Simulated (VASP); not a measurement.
# CdTe: GW quasiparticle gap, part 2 of 3

Wanted: how far GW moves the Kohn-Sham levels of CdTe. The cell is of the zinc-blende type, one of the forms listed for this formula. The start is a cell from a database of measured crystal structures.

VASP 6.6.1, plane waves and PAW; the level of theory is named at each step.

So far, quasiparticle gap on the mesh (eV): step 3 (G0W0, bands in the sums 56) 1.98. Also gap on the k-mesh (eV): step 2 (empty bands) 0.641.

The database entry behind the starting cell differs from later determinations by our own check (an axis about 1.1 % short against later determinations), so it need not match the best structure at ambient conditions.

**4. Empty bands**

This step: LDA; plane waves and PAW (Te_GW, Cd_sv_GW) (VASP 6.6.1).

The empty bands are made again, for the run that follows.

Input file INCAR:

```
SYSTEM = CdTe
PREC = Accurate
ENCUT = 380
ISMEAR = 0
SIGMA = 0.01
LREAL = .FALSE.
GGA = CA
NBANDS = 112
ALGO = Exact
NELM = 1
LWAVE = .TRUE.
LCHARG = .FALSE.
LOPTICS = .TRUE.
NEDOS = 1000
CSHIFT = 0.1
```

Input file POSCAR:

```
CdTe
1.0
    0.0000000000      3.2050000000      3.2050000000
    3.2050000000      0.0000000000      3.2050000000
    3.2050000000      3.2050000000      0.0000000000
Te Cd
1 1
Direct
    0.7500000000      0.7500000000      0.7500000000
    0.0000000000      0.0000000000      0.0000000000
```

Input file KPOINTS:

```
Automatic mesh
0
Gamma
6 6 6
0 0 0
```

Potentials, in the order of the species: Te_GW and Cd_sv_GW (LDA family, release 64).

Started as:

```bash
$ mpirun -np 4 vasp_std
```

Log:

```text
[banner, memory and clock lines left out]
running    4 mpi-ranks, on    1 nodes
[...]
LDA part: xc-table for (Slater(with rela. corr.)+CA(PZ))
 , standard interpolation
 found WAVECAR, reading the header
  number of bands has changed, file:    19 present:   112
  trying to continue reading WAVECAR, but it might fail
 POSCAR, INCAR and KPOINTS ok, starting setup
[...]
reading WAVECAR
 random initialization beyond band           19
 the WAVECAR file was read successfully
 initial charge from wavefunction
 entering main loop
       N       E                     dE             d eps       ncg     rms          rms(c)
DIA:   1    -0.604594622971E+01   -0.60459E+01    0.00000E+00     0   0.000E+00
   1 F= -.60459462E+01 E0= -.60459462E+01  d E =-.315660E-66
 writing wavefunctions
 optical routines
 imaginary and real dielectric function
 recalculating local potential from charge density
 direction            1
 direction            2
 direction            3
```

Run time: 18 s. Hardware: 4 MPI ranks of Intel Xeon 6975P-C (Granite Rapids), shared host; peak memory 1.1 GiB.

OUTCAR, selected parts (step 4):

```text
  Total       -0.1869651     -0.1869651     -0.1869651      0.0000000      0.0000000      0.0000000
  in kB       -4.5494308     -4.5494308     -4.5494308      0.0000000      0.0000000      0.0000000
  external PRESSURE =      -4.5494308 kB  Pullay stress =       0.0000000 kB

 POSITION                                       TOTAL-FORCE (eV/Angst)
 -----------------------------------------------------------------------------------
      4.80750      4.80750      4.80750        -0.000000     -0.000000     -0.000000
      0.00000      0.00000      0.00000         0.000000      0.000000      0.000000
 -----------------------------------------------------------------------------------
    total drift:                               -0.000001     -0.000001     -0.000001

  FREE ENERGIE OF THE ION-ELECTRON SYSTEM (eV)
  ---------------------------------------------------
  free  energy   TOTEN  =        -6.0459462297 eV

  energy  without entropy=       -6.0459462297  energy(sigma->0) =       -6.04594623

[... 1 part as in an earlier step ...]

[... 2 further parts left out ...]
[key lines of the parts left out:]
E-fermi :   3.7182
```

WAVECAR now holds 112 bands for 26 electrons.

**5. G0W0, bands in the sums 112**

This step: G0W0 on LDA; plane waves and PAW (Te_GW, Cd_sv_GW) (VASP 6.6.1).

The sums now run over 112 bands at the same response cutoff.

Input file INCAR:

```
SYSTEM = CdTe
PREC = Accurate
ENCUT = 380
ISMEAR = 0
SIGMA = 0.01
LREAL = .FALSE.
GGA = CA
NBANDS = 112
ALGO = EVGW0
NELMGW = 1
ENCUTGW = 180
NOMEGA = 48
PRECFOCK = Fast
NBANDSGW = 24
LWAVE = .FALSE.
LCHARG = .FALSE.
```

POSCAR is that of step 4.

KPOINTS is that of step 4.

Started as:

```bash
$ mpirun -np 4 vasp_std
```

Log:

```text
[banner, memory and clock lines left out]
running    4 mpi-ranks, on    1 nodes
[...]
[... a notice as in an earlier step ...]

 LDA part: xc-table for (Slater(with rela. corr.)+CA(PZ))
 , standard interpolation
 found WAVECAR, reading the header
 POSCAR, INCAR and KPOINTS ok, starting setup
[...]
reading WAVECAR
 the WAVECAR file was read successfully
 initial charge from wavefunction
 available memory per node:     90.17 GB, setting MAXMEM to     92336

 The Fermi energy was updated, please check that it is located mid-gap
 values below the HOMO (VB) or above the LUMO (CB) will cause erroneous energies
 E-fermi :   3.9190

 calculate exact exchange contribution
 the WAVEDER file was read successfully
 [... a notice as in an earlier step ...]

energies w=
    0.000    0.000    1.440    0.000    2.874    0.000    4.298    0.000
    5.707    0.000    7.097    0.000    8.467    0.000    9.813    0.000
   11.136    0.000   12.435    0.000   13.712    0.000   14.968    0.000
[...]
total number of BLAS operations      13065.37 Gflops
NQ=  12   -0.3333    0.3333    0.0000,
|.........|.........|.........|.........|.........|.........|.........|.........
 performed      14018000 updates of chi_q(r,r)
 total number of BLAS operations      14448.65 Gflops
NQ=  13    0.5000    0.5000    0.0000,
|.........|.........|.........|.........|.........|.........|.........|.........
 performed      14821000 updates of chi_q(r,r)
 total number of BLAS operations      15281.49 Gflops
NQ=  14    0.5000    0.3333    0.1667,
|.........|.........|.........|.........|.........|.........|.........|.........
 performed      16452000 updates of chi_q(r,r)
 total number of BLAS operations      16944.63 Gflops
NQ=  15   -0.3333    0.3333    0.1667,
|.........|.........|.........|.........|.........|.........|.........|.........
 performed      17997000 updates of chi_q(r,r)
 total number of BLAS operations      18636.90 Gflops
NQ=  16   -0.3333    0.5000    0.1667,
|.........|.........|.........|.........|.........|.........|.........|.........
 performed      19300000 updates of chi_q(r,r)
 total number of BLAS operations      20048.82 Gflops
 resolving degeneracies of screened two electron integrals

 calculate QP shifts <psi_nk| G(iteration)W_0 |psi_nk>: iteration 1
 entering main loop
```

Run time: 16 min. Hardware: 4 MPI ranks; peak memory 2.1 GiB.

From OUTCAR (step 5):

```text
 QP shifts <psi_nk| G(iteration)W_0 |psi_nk>: iteration 1
 for sc-GW calculations column KS-energies equals QP-energies in previous step
 and V_xc(KS)=  KS-energies - (<T + V_ion + V_H > + <T+V_H+V_ion>^1  + <V_x>^1)
 k-point   1 :       0.0000    0.0000    0.0000
  band No.  KS-energies  QP-energies   sigma(KS)   V_xc(KS)     V^pw_x(r,r')   Z            occupation Imag(sigma)
    ...
     10      -4.5259      -5.8675     -27.0362     -25.2452     -32.8209       0.7490       2.0000       0.8942
     11       3.5983       3.2077     -13.1763     -12.6868     -14.2517       0.7979       2.0000       0.3291
     12       3.5983       3.2077     -13.1763     -12.6868     -14.2517       0.7979       2.0000       0.3291
     13       3.5983       3.2077     -13.1763     -12.6868     -14.2517       0.7979       2.0000       0.3291
     14       4.2397       5.1642      -9.8957     -11.0284      -6.9633       0.8161       0.0000      -0.3148
     15       8.1058       8.9686      -9.0149     -10.0749      -5.5175       0.8139       0.0000      -0.5056
     16       8.1058       8.9686      -9.0149     -10.0749      -5.5175       0.8139       0.0000      -0.5056
     17       8.1058       8.9686      -9.0149     -10.0749      -5.5175       0.8139       0.0000      -0.5056
    ...

[... 1 part as in an earlier step ...]

[... 2 further parts left out ...]
[key lines of the parts left out:]
E-fermi :   3.9190
```

The gap is now 1.957 eV, -28 meV against the GW run before. Spin-orbit coupling is left out. VASP warns that the automatic setting of its frequency mesh failed and advises more k points, so the value is in doubt.

**6. Empty bands**

This step: LDA; plane waves and PAW (Te_GW, Cd_sv_GW) (VASP 6.6.1).

The empty bands are made again, for the run that follows.

Input file INCAR:

```
SYSTEM = CdTe
PREC = Accurate
ENCUT = 380
ISMEAR = 0
SIGMA = 0.01
LREAL = .FALSE.
GGA = CA
NBANDS = 220
ALGO = Exact
NELM = 1
LWAVE = .TRUE.
LCHARG = .FALSE.
LOPTICS = .TRUE.
NEDOS = 1000
CSHIFT = 0.1
```

POSCAR is that of step 5.

KPOINTS is that of step 5.

Started as:

```bash
$ mpirun -np 4 vasp_std
```

Log:

```text
[banner, memory and clock lines left out]
running    4 mpi-ranks, on    1 nodes
[...]
LDA part: xc-table for (Slater(with rela. corr.)+CA(PZ))
 , standard interpolation
 found WAVECAR, reading the header
  number of bands has changed, file:    19 present:   220
  trying to continue reading WAVECAR, but it might fail
 POSCAR, INCAR and KPOINTS ok, starting setup
[...]
reading WAVECAR
 random initialization beyond band           19
 the WAVECAR file was read successfully
 initial charge from wavefunction
 entering main loop
       N       E                     dE             d eps       ncg     rms          rms(c)
DIA:   1    -0.604594622969E+01   -0.60459E+01    0.00000E+00     0   0.000E+00
   1 F= -.60459462E+01 E0= -.60459462E+01  d E =-.599915E-65
 writing wavefunctions
 optical routines
 imaginary and real dielectric function
 recalculating local potential from charge density
 direction            1
 direction            2
 direction            3
```

Run time: 17 s. Hardware: 4 MPI ranks; peak memory 1.1 GiB; 66 s of CPU time.

OUTCAR, selected parts (step 6):

```text
  Total       -0.1869651     -0.1869651     -0.1869651      0.0000000      0.0000000      0.0000000
  in kB       -4.5494305     -4.5494305     -4.5494305      0.0000000      0.0000000      0.0000000
  external PRESSURE =      -4.5494305 kB  Pullay stress =       0.0000000 kB

 POSITION                                       TOTAL-FORCE (eV/Angst)
 -----------------------------------------------------------------------------------
      4.80750      4.80750      4.80750         0.000000     -0.000000     -0.000000
      0.00000      0.00000      0.00000        -0.000000      0.000000      0.000000
 -----------------------------------------------------------------------------------
    total drift:                               -0.000001     -0.000001     -0.000001

[... 3 parts as in an earlier step ...]

[... 2 further parts left out ...]
[key lines of the parts left out:]
E-fermi :   3.7169
```

WAVECAR now holds 220 bands for 26 electrons.

**7. G0W0, bands in the sums 220**

This step: G0W0 on LDA; plane waves and PAW (Te_GW, Cd_sv_GW) (VASP 6.6.1).

The sums now run over 220 bands at the same response cutoff.

Input file INCAR:

```
SYSTEM = CdTe
PREC = Accurate
ENCUT = 380
ISMEAR = 0
SIGMA = 0.01
LREAL = .FALSE.
GGA = CA
NBANDS = 220
ALGO = EVGW0
NELMGW = 1
ENCUTGW = 180
NOMEGA = 48
PRECFOCK = Fast
NBANDSGW = 24
LWAVE = .FALSE.
LCHARG = .FALSE.
```

POSCAR is that of step 6.

KPOINTS is that of step 6.

Started as:

```bash
$ mpirun -np 4 vasp_std
```

Log:

```text
[banner, memory and clock lines left out]
running    4 mpi-ranks, on    1 nodes
[...]
[... a notice as in an earlier step ...]

 LDA part: xc-table for (Slater(with rela. corr.)+CA(PZ))
 , standard interpolation
 found WAVECAR, reading the header
 POSCAR, INCAR and KPOINTS ok, starting setup
[...]
reading WAVECAR
 the WAVECAR file was read successfully
 initial charge from wavefunction
 available memory per node:     87.14 GB, setting MAXMEM to     89235

 The Fermi energy was updated, please check that it is located mid-gap
 values below the HOMO (VB) or above the LUMO (CB) will cause erroneous energies
 E-fermi :   3.9190

 calculate exact exchange contribution
 the WAVEDER file was read successfully
 [... a notice as in an earlier step ...]

energies w=
    0.000    0.000    1.468    0.000    2.931    0.000    4.382    0.000
    5.818    0.000    7.235    0.000    8.629    0.000    9.999    0.000
   11.344    0.000   12.665    0.000   13.963    0.000   15.240    0.000
[...]
total number of BLAS operations      26454.86 Gflops
NQ=  12   -0.3333    0.3333    0.0000,
|.........|.........|.........|.........|.........|.........|.........|.........
 performed      28389000 updates of chi_q(r,r)
 total number of BLAS operations      29247.04 Gflops
NQ=  13    0.5000    0.5000    0.0000,
|.........|.........|.........|.........|.........|.........|.........|.........
 performed      30037000 updates of chi_q(r,r)
 total number of BLAS operations      30955.96 Gflops
NQ=  14    0.5000    0.3333    0.1667,
|.........|.........|.........|.........|.........|.........|.........|.........
 performed      33311000 updates of chi_q(r,r)
 total number of BLAS operations      34294.63 Gflops
NQ=  15   -0.3333    0.3333    0.1667,
|.........|.........|.........|.........|.........|.........|.........|.........
 performed      36416000 updates of chi_q(r,r)
 total number of BLAS operations      37695.83 Gflops
NQ=  16   -0.3333    0.5000    0.1667,
|.........|.........|.........|.........|.........|.........|.........|.........
 performed      39046000 updates of chi_q(r,r)
 total number of BLAS operations      40545.53 Gflops
 resolving degeneracies of screened two electron integrals

 calculate QP shifts <psi_nk| G(iteration)W_0 |psi_nk>: iteration 1
 entering main loop
```

Elapsed: 25 min, on 4 MPI ranks; peak memory 2.7 GiB.

From OUTCAR (step 7):

```text
 QP shifts <psi_nk| G(iteration)W_0 |psi_nk>: iteration 1
 for sc-GW calculations column KS-energies equals QP-energies in previous step
 and V_xc(KS)=  KS-energies - (<T + V_ion + V_H > + <T+V_H+V_ion>^1  + <V_x>^1)
 k-point   1 :       0.0000    0.0000    0.0000
  band No.  KS-energies  QP-energies   sigma(KS)   V_xc(KS)     V^pw_x(r,r')   Z            occupation Imag(sigma)
    ...
     10      -4.5259      -6.1025     -27.3505     -25.2452     -32.8209       0.7488       2.0000       0.8833
     11       3.5983       3.0176     -13.4151     -12.6868     -14.2517       0.7974       2.0000       0.3234
     12       3.5983       3.0176     -13.4151     -12.6868     -14.2517       0.7974       2.0000       0.3234
     13       3.5983       3.0176     -13.4151     -12.6868     -14.2517       0.7974       2.0000       0.3234
     14       4.2397       4.9715     -10.1329     -11.0284      -6.9633       0.8171       0.0000      -0.3182
     15       8.1058       8.8162      -9.2011     -10.0749      -5.5175       0.8131       0.0000      -0.5089
     16       8.1058       8.8162      -9.2011     -10.0749      -5.5175       0.8131       0.0000      -0.5089
     17       8.1058       8.8162      -9.2011     -10.0749      -5.5175       0.8131       0.0000      -0.5089
    ...

[... 1 part as in an earlier step ...]

[... 2 further parts left out ...]
[key lines of the parts left out:]
E-fermi :   3.9190
```

The gap is now 1.954 eV, -3 meV against the GW run before. Spin-orbit coupling is left out. VASP warns that the automatic setting of its frequency mesh failed and advises more k points, so the value is in doubt.

**8. Empty bands**

This step: LDA; plane waves and PAW (Te_GW, Cd_sv_GW) (VASP 6.6.1).

The empty bands are made again, for the run that follows.

Input file INCAR:

```
SYSTEM = CdTe
PREC = Accurate
ENCUT = 380
ISMEAR = 0
SIGMA = 0.01
LREAL = .FALSE.
GGA = CA
NBANDS = 364
ALGO = Exact
NELM = 1
LWAVE = .TRUE.
LCHARG = .FALSE.
LOPTICS = .TRUE.
NEDOS = 1000
CSHIFT = 0.1
```

POSCAR is that of step 7.

KPOINTS is that of step 7.

Started as:

```bash
$ mpirun -np 4 vasp_std
```

Log:

```text
[banner, memory and clock lines left out]
running    4 mpi-ranks, on    1 nodes
[...]
LDA part: xc-table for (Slater(with rela. corr.)+CA(PZ))
 , standard interpolation
 found WAVECAR, reading the header
  number of bands has changed, file:    19 present:   364
  trying to continue reading WAVECAR, but it might fail
 POSCAR, INCAR and KPOINTS ok, starting setup
[...]
reading WAVECAR
 random initialization beyond band           19
 the WAVECAR file was read successfully
 initial charge from wavefunction
 entering main loop
       N       E                     dE             d eps       ncg     rms          rms(c)
DIA:   1    -0.604594622972E+01   -0.60459E+01    0.00000E+00     0   0.000E+00
   1 F= -.60459462E+01 E0= -.60459462E+01  d E =-.119605E-54
 writing wavefunctions
 optical routines
 imaginary and real dielectric function
 recalculating local potential from charge density
 direction            1
 direction            2
 direction            3
```

Wall time 17 s (4 MPI ranks); peak memory 1.1 GiB; 64 s of CPU time.

Parts of OUTCAR (step 8):

```text
  Total       -0.1869651     -0.1869651     -0.1869651      0.0000000      0.0000000      0.0000000
  in kB       -4.5494298     -4.5494298     -4.5494298      0.0000000      0.0000000      0.0000000
  external PRESSURE =      -4.5494298 kB  Pullay stress =       0.0000000 kB

[... 4 parts as in an earlier step ...]

[... 2 further parts left out ...]
[key lines of the parts left out:]
E-fermi :   3.7065
```

WAVECAR now holds 364 bands for 26 electrons.

**9. G0W0, bands in the sums 364**

This step: G0W0 on LDA; plane waves and PAW (Te_GW, Cd_sv_GW) (VASP 6.6.1).

The sums now run over 364 bands at the same response cutoff.

Input file INCAR:

```
SYSTEM = CdTe
PREC = Accurate
ENCUT = 380
ISMEAR = 0
SIGMA = 0.01
LREAL = .FALSE.
GGA = CA
NBANDS = 364
ALGO = EVGW0
NELMGW = 1
ENCUTGW = 180
NOMEGA = 48
PRECFOCK = Fast
NBANDSGW = 24
LWAVE = .FALSE.
LCHARG = .FALSE.
```

POSCAR is that of step 8.

KPOINTS is that of step 8.

Started as:

```bash
$ mpirun -np 4 vasp_std
```

Log:

```text
[banner, memory and clock lines left out]
running    4 mpi-ranks, on    1 nodes
[...]
[... a notice as in an earlier step ...]

 LDA part: xc-table for (Slater(with rela. corr.)+CA(PZ))
 , standard interpolation
 found WAVECAR, reading the header
 POSCAR, INCAR and KPOINTS ok, starting setup
[...]
reading WAVECAR
 the WAVECAR file was read successfully
 initial charge from wavefunction
 available memory per node:     89.58 GB, setting MAXMEM to     91729

 The Fermi energy was updated, please check that it is located mid-gap
 values below the HOMO (VB) or above the LUMO (CB) will cause erroneous energies
 E-fermi :   3.9190

 calculate exact exchange contribution
 the WAVEDER file was read successfully
 [... a notice as in an earlier step ...]

energies w=
    0.000    0.000    1.486    0.000    2.967    0.000    4.436    0.000
    5.889    0.000    7.322    0.000    8.731    0.000   10.116    0.000
   11.476    0.000   12.811    0.000   14.123    0.000   15.413    0.000
[...]
total number of BLAS operations      44307.51 Gflops
NQ=  12   -0.3333    0.3333    0.0000,
|.........|.........|.........|.........|.........|.........|.........|.........
 performed      47549000 updates of chi_q(r,r)
 total number of BLAS operations      48978.22 Gflops
NQ=  13    0.5000    0.5000    0.0000,
|.........|.........|.........|.........|.........|.........|.........|.........
 performed      50323000 updates of chi_q(r,r)
 total number of BLAS operations      51855.27 Gflops
NQ=  14    0.5000    0.3333    0.1667,
|.........|.........|.........|.........|.........|.........|.........|.........
 performed      55788000 updates of chi_q(r,r)
 total number of BLAS operations      57427.96 Gflops
NQ=  15   -0.3333    0.3333    0.1667,
|.........|.........|.........|.........|.........|.........|.........|.........
 performed      60974000 updates of chi_q(r,r)
 total number of BLAS operations      63107.74 Gflops
NQ=  16   -0.3333    0.5000    0.1667,
|.........|.........|.........|.........|.........|.........|.........|.........
 performed      65373000 updates of chi_q(r,r)
 total number of BLAS operations      67874.48 Gflops
 resolving degeneracies of screened two electron integrals

 calculate QP shifts <psi_nk| G(iteration)W_0 |psi_nk>: iteration 1
 entering main loop
```

The job ended after 33 min (4 MPI ranks; peak memory 3.4 GiB; 2.2 h of CPU time).

OUTCAR, selected parts (step 9):

```text
 QP shifts <psi_nk| G(iteration)W_0 |psi_nk>: iteration 1
 for sc-GW calculations column KS-energies equals QP-energies in previous step
 and V_xc(KS)=  KS-energies - (<T + V_ion + V_H > + <T+V_H+V_ion>^1  + <V_x>^1)
 k-point   1 :       0.0000    0.0000    0.0000
  band No.  KS-energies  QP-energies   sigma(KS)   V_xc(KS)     V^pw_x(r,r')   Z            occupation Imag(sigma)
    ...
     10      -4.5259      -6.2012     -27.4824     -25.2452     -32.8209       0.7488       2.0000       0.8831
     11       3.5983       2.9498     -13.5001     -12.6868     -14.2517       0.7974       2.0000       0.3255
     12       3.5983       2.9498     -13.5001     -12.6868     -14.2517       0.7974       2.0000       0.3255
     13       3.5983       2.9498     -13.5001     -12.6868     -14.2517       0.7974       2.0000       0.3255
     14       4.2397       4.8961     -10.2232     -11.0284      -6.9633       0.8152       0.0000      -0.3222
     15       8.1058       8.7567      -9.2740     -10.0749      -5.5175       0.8127       0.0000      -0.5087
     16       8.1058       8.7567      -9.2740     -10.0749      -5.5175       0.8127       0.0000      -0.5087
     17       8.1058       8.7567      -9.2740     -10.0749      -5.5175       0.8127       0.0000      -0.5087
    ...

[... 1 part as in an earlier step ...]

[... 2 further parts left out ...]
[key lines of the parts left out:]
E-fermi :   3.9190
```

The gap is now 1.946 eV, -8 meV against the GW run before. Spin-orbit coupling is left out. VASP warns that the automatic setting of its frequency mesh failed and advises more k points, so the value is in doubt.

(Part 2 of 3 ends here.)

[Lines on the potential files, build, host, timing and source positions are cut from VASP's logs without a mark.]

[Logs are printed without paths, hosts, clocks, repeated set-up lines and the standing remarks that a program may print on its own settings, such as how far it seeks lower states.]

[Hosts, paths, dates, database ids (printed as entryN), source tags and the programs' standing remarks are cut or masked in the printed files.]

[Pressures printed for these runs are not shown converged in the cutoff: they can be off by several GPa and have the wrong sign.]
